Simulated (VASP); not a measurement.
Data:

```xyz
2
Lattice="0.0000 2.7506 2.7506 2.7506 0.0000 2.7506 2.7506 2.7506 0.0000" Properties=species:S:1:pos:R:3 pbc="T T T"
Zn     0.0000     0.0000     0.0000
S      1.3753     1.3753     1.3753
```

Computed with PBE0 hybrid, VASP's PBE PAW potentials (set 64) (plane waves; VASP 6.6.1). Settings: 520 eV cut-off, 6×6×6 Γ-centred mesh, Gaussian smearing of 0.050 eV, potentials Zn S.

Problem. Give the stress tensor in GPa (positive for a compressed cell).

Solution. 
```
-3.11   0.00   0.00
 0.00  -3.11   0.00
 0.00   0.00  -3.11
```
The pressure is its mean diagonal, -3.11 GPa.

The compound is ZnS in the zinc blende structure. This cell is one point of a volume scan, at 1.03 of the reference volume. The cell's shape comes from a PBE relaxation.
